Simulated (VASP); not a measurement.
# ZrSi2 (relaxed from the fluorite structure, space group Fm-3m): computed properties

Level of theory: r2SCAN meta-GGA, VASP's PBE PAW potentials (set 64) (plane waves; VASP 6.6.1).

For ZrSi₂, the space group comes out as Fm-3m (225), the cell comes out as a = b = c = 6.283 Å, α = β = γ = 90.00° and the volume per atom is 20.67 Å³/atom. The band gap (over mesh and band path) is none (metal, semimetal or under 0.01 eV) and the density comes out as 3.95 g/cm³.

```
CELL_PARAMETERS angstrom
      0.00000     3.14152     3.14152
      3.14152     0.00000     3.14152
      3.14152     3.14152     0.00000
ATOMIC_POSITIONS crystal
  Zr 0.00000 0.00000 0.00000
  Si 0.25000 0.25000 0.25000
  Si 0.75000 0.75000 0.75000
```

The structure was generated: ZrSi2 was put into the fluorite type (Fm-3m), which need not be its known phase. It was relaxed first, which changed the volume by -8 %. Symmetry was kept, so distortions that lower it aren't found.
